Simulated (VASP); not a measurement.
# SnMo (P4/nmm) in VASP: single point with r2SCAN

Aim: the single point of SnMo with r2SCAN.

Program: VASP 6.6.1. These are calculated values, not measurements. Logs are shortened: lines on timing, memory, paths and dates and some standing lists are left out, and cuts for length are marked.

### 1 The structure

Symmetry: P4/nmm, No. 129, tetragonal system. The conventional cell has a = 4.067 Å, b = 4.067 Å, c = 5.174 Å, α = 90.00°, β = 90.00°, γ = 90.00°. Around Sn (site symmetry 4mm) lie 4 Mo at 2.87 Å and 4 Sn at 3.09 Å. Around Mo (site symmetry -4m2) lie 4 Sn at 2.87 Å and 4 Mo at 2.88 Å.

The cell was built by a generator and needn't be a form met in nature.

### 2 Single point, r2SCAN

Contents of POSCAR:

```
SnMo
1.0
    4.0673660600      0.0000000000      0.0000000000
    0.0000000000      4.0673660600      0.0000000000
    0.0000000000      0.0000000000      5.1735366600
Sn Mo
2 2
Direct
    0.0000000000      0.5000000000      0.3919862581
    0.5000000000      0.0000000000      0.6080137419
    0.0000000000      0.0000000000      0.0000000000
    0.5000000000      0.5000000000      0.0000000000
```

Contents of INCAR.step1:

```
ALGO = Normal
EDIFF = 1E-4
ENCUT = 520
GGA = PE
ISMEAR = -1
LASPH = T
LCHARG = F
LREAL = F
LWAVE = T
NBANDS = 36
NELM = 100
PREC = Accurate
SIGMA = 0.0353
```

Contents of INCAR.step2:

```
ALGO = Normal
EDIFF = 1E-6
ENCUT = 520
ISIF = 2
ISMEAR = -1
ISTART = 1
LASPH = T
LCHARG = F
LMIXTAU = T
LREAL = F
LWAVE = F
METAGGA = R2SCAN
NBANDS = 36
NELM = 100
PREC = Accurate
SIGMA = 0.0353
```

Contents of KPOINTS:

```
k-points
0
Gamma
  8 8 7
```

Potentials or basis: VASP PAW PBE potentials, release 64 (Sn_d, Mo_sv).

The run is started by

```sh
$ cat potpaw_PBE.64/Sn_d/POTCAR potpaw_PBE.64/Mo_sv/POTCAR > POTCAR
$ cp INCAR.step1 INCAR
$ mpirun -np 1 vasp_std > vasp.out
$ cp INCAR.step2 INCAR
$ mpirun -np 1 vasp_std > vasp.out
```

OUTCAR:

```text
EDIFF = 1E-6
   ENCUT = 520
   ISIF = 2
   ISMEAR = -1
   ISTART = 1
   LASPH = T
   LREAL = F
   METAGGA = R2SCAN
   NELM = 100
   PREC = Accurate

 ion  position               nearest neighbor table
   1  0.000  0.500  0.392-   3 2.87   4 2.87   3 2.87   4 2.87   2 3.09   2 3.09   2 3.09   2 3.09

   2  0.500  0.000  0.608-   3 2.87   4 2.87   4 2.87   3 2.87   1 3.09   1 3.09   1 3.09   1 3.09

   3  0.000  0.000  0.000-   1 2.87   2 2.87   1 2.87   2 2.87   4 2.88   4 2.88   4 2.88   4 2.88

   4  0.500  0.500  0.000-   1 2.87   2 2.87   2 2.87   1 2.87   3 2.88   3 2.88   3 2.88   3 2.88

  LATTYP: Found a simple tetragonal cell.
 ALAT       =     4.0673660600
 C/A-ratio  =     1.2719623913

  Lattice vectors:

 A1 = (   4.0673660600,   0.0000000000,   0.0000000000)
 A2 = (   0.0000000000,   4.0673660600,   0.0000000000)
 A3 = (   0.0000000000,   0.0000000000,   5.1735366600)

Analysis of symmetry for initial positions (statically):
=====================================================================
 Subroutine PRICEL returns:
 Original cell was already a primitive cell.

 Routine SETGRP: Setting up the symmetry group for a
 simple tetragonal supercell.

 Subroutine GETGRP returns: Found 16 space group operations
 (whereof  8 operations were pure point group operations)
 out of a pool of 16 trial point group operations.

The static configuration has the point symmetry D_2d.
 The point group associated with its full space group is D_4h.

Analysis of symmetry for dynamics (positions and initial velocities):
=====================================================================
 Subroutine PRICEL returns:
 Original cell was already a primitive cell.

 Routine SETGRP: Setting up the symmetry group for a
 simple tetragonal supercell.

 Subroutine GETGRP returns: Found 16 space group operations
 (whereof  8 operations were pure point group operations)
 out of a pool of 16 trial point group operations.

The dynamic configuration has the point symmetry D_2d.
 The point group associated with its full space group is D_4h.

 Subroutine INISYM returns: Found 16 space group operations
 (whereof  8 operations are pure point group operations),
 and found     1 'primitive' translations

----------------------------------------------------------------------------------------

[... 94 lines left out ...]
   ENCUT  =  520.0 eV  38.22 Ry    6.18 a.u.   7.56  7.56  9.62*2*pi/ulx,y,z
   NELM   =    100;   NELMIN=  2; NELMDL=  0     # of ELM steps
   EDIFF  = 0.1E-05   stopping-criterion for ELM
   LREAL  =      F    real-space projection
   EDIFFG = 0.1E-04   stopping-criterion for IOM
   NSW    =      0    number of steps for IOM
   IBRION =     -1    ionic relax: 0-MD 1-quasi-New 2-CG
   NFREE  =      0    steps in history (QN), initial steepest desc. (CG)
   ISIF   =      2    stress and relaxation
   ISYM   =      2    0-nonsym 1-usesym 2-fastsym
   POTIM  = 0.5000    time-step for ionic-motion
   TEBEG  =    0.0;   TEEND  =   0.0 temperature during run
   PSTRESS=    0.0 pullay stress
   NELECT =      56.0000    total number of electrons
   NUPDOWN=      -1.0000    fix difference up-down
   EMIN   =  10.00;   EMAX   =-10.00  energy-range for DOS
   EFERMI =   0.00;   METHOD = LEGACY
   ISMEAR =    -1;   SIGMA  =   0.04  broadening in eV -4-tet -1-fermi 0-gaus
   EFERMI_NEDOS =   21; number of points for ismear=-14 and -15
   IALGO  =     38    algorithm
   IMIX   =      4    mixing-type and parameters
     AMIX     =   0.40;   BMIX     =  1.00
     AMIX_MAG =   1.60;   BMIX_MAG =  1.00
  volume/ion in A,a.u.               =      21.40       144.39
  Fermi-wavevector in a.u.,A,eV,Ry     =   1.421236  2.685746 27.482563  2.019911
  Thomas-Fermi vector in A             =   2.542067
   LORBIT       =      0    0 simple, 1 ext, 2 COOP (PROOUT), +10 PAW based schemes
   METAGGA = R2SCAN    functional components
   LHFCALC =     F    Hartree Fock is set to
   AEXX    =    0.0000 exact exchange contribution
   IVDW    =     0    specifies the selected vdW correction
   LEPSILON=     F    determine dielectric tensor
   LRPA    =     F    only Hartree local field effects (RPA)
 non-spin polarized calculation
  energy-cutoff  :      520.00
  volume of cell :       85.59
 maximum number of plane-waves:      2323
   NGX = 15   NGY = 15   NGZ = 19

 number of electron      56.0000001 magnetization

 Free energy of the ion-electron system (eV)
  ---------------------------------------------------
  ext. energy  EPLUGINS =         0.00000000
  ---------------------------------------------------
  free energy    TOTEN  =       -98.15110075 eV

  energy without entropy =      -98.13151612  energy(sigma->0) =      -98.14130844

 E-fermi :   9.7088     XC(G=0): -12.5200

 val. band max:        9.6962830831   @ k =   0.3750   0.1250   0.4286
 cond. band min:       9.7094509231   @ k =   0.1250   0.0000   0.2857
 fundamental gap:      0.0131678400
 Fermi energy:         9.7088049782

 k-point     1 :       0.0000    0.0000    0.0000
  band No.  band energies     occupation
      1     -53.2655      2.00000
      2     -53.1283      2.00000
      3     -26.8580      2.00000
      4     -26.8580      2.00000
      5     -26.6575      2.00000
      6     -26.5095      2.00000
[... 925 lines left out ...]
     35      13.7977      0.00000
     36      13.7977      0.00000

 [... further k-points ...]

------------------------ aborting loop because EDIFF is reached ----------------------------------------

  FORCE on cell =-STRESS in cart. coord.  units (eV):
  Direction    XX          YY          ZZ          XY          YZ          ZX
  --------------------------------------------------------------------------------------
  -------------------------------------------------------------------------------------
  Total       -3.9962741     -3.9962741     -2.4229438      0.0000000      0.0000000      0.0000000
  in kB      -74.8086467    -74.8086467    -45.3565360      0.0000000      0.0000000      0.0000000
  external PRESSURE =     -64.9912764 kB  Pullay stress =       0.0000000 kB

 VOLUME and BASIS-vectors are now :
 -----------------------------------------------------------------------------
  energy-cutoff  :      520.00
  volume of cell :       85.59
      direct lattice vectors                 reciprocal lattice vectors
     4.067366060  0.000000000  0.000000000     0.245859356  0.000000000  0.000000000
     0.000000000  4.067366060  0.000000000     0.000000000  0.245859356  0.000000000
     0.000000000  0.000000000  5.173536660     0.000000000  0.000000000  0.193291372

 POSITION                                       TOTAL-FORCE (eV/Angst)
 -----------------------------------------------------------------------------------
      0.00000      2.03368      2.02796         0.000000      0.000000      0.019995
      2.03368      0.00000      3.14558        -0.000000      0.000000     -0.019995
      0.00000      0.00000      0.00000         0.000000     -0.000000      0.000000
      2.03368      2.03368      0.00000         0.000000      0.000000      0.000000
 -----------------------------------------------------------------------------------
    total drift:                                0.000000      0.000000      0.000000

  FREE ENERGIE OF THE ION-ELECTRON SYSTEM (eV)
  ---------------------------------------------------
  free  energy   TOTEN  =       -98.1511007459 eV

  energy  without entropy=      -98.1315161246  energy(sigma->0) =      -98.14130844
```

OSZICAR.step1:

```text
N       E                     dE             d eps       ncg     rms          rms(c)
DAV:   1     0.729861521699E+03    0.72986E+03   -0.28820E+04  4560   0.230E+03
DAV:   2     0.552246074488E+02   -0.67464E+03   -0.65940E+03  4360   0.639E+02
DAV:   3    -0.235178044964E+02   -0.78742E+02   -0.76158E+02  4964   0.194E+02
DAV:   4    -0.273926550804E+02   -0.38749E+01   -0.37639E+01  5260   0.421E+01
DAV:   5    -0.274978934793E+02   -0.10524E+00   -0.10506E+00  5288   0.753E+00    0.126E+01
DAV:   6    -0.266184219642E+02    0.87947E+00   -0.38575E+00  4792   0.100E+01    0.315E+00
DAV:   7    -0.264724869386E+02    0.14594E+00   -0.57013E-01  5068   0.456E+00    0.228E+00
DAV:   8    -0.264417237936E+02    0.30763E-01   -0.13203E-01  5112   0.208E+00    0.712E-01
DAV:   9    -0.264401861977E+02    0.15376E-02   -0.88113E-03  6096   0.600E-01    0.208E-01
DAV:  10    -0.264399855370E+02    0.20066E-03   -0.13215E-03  4700   0.216E-01    0.531E-02
DAV:  11    -0.264399909628E+02   -0.54258E-05   -0.99021E-05  2388   0.655E-02
   1 F= -.26439991E+02 E0= -.26430457E+02  d E =-.190683E-01
```

Run time: 6 min. Hardware: 1 thread of Intel Xeon Platinum 8488C (Sapphire Rapids), shared host; peak memory 0.3 GiB.

Results:

```yaml
Free_energy: -98.1511 eV
Pressure: -6.5 GPa
Largest_force: 0.020 eV/Å
Band_gap_on_the_k_mesh: none (metal or under the smearing width)
```

Forces in eV/Å, atoms in the order of the input:
```
Sn   0.000  0.000  0.020
Sn   0.000  0.000 -0.020
Mo   0.000  0.000  0.000
Mo   0.000  0.000  0.000
```

Caveat: the PAW data sets were made with another functional, which shifts forces and pressure a little.
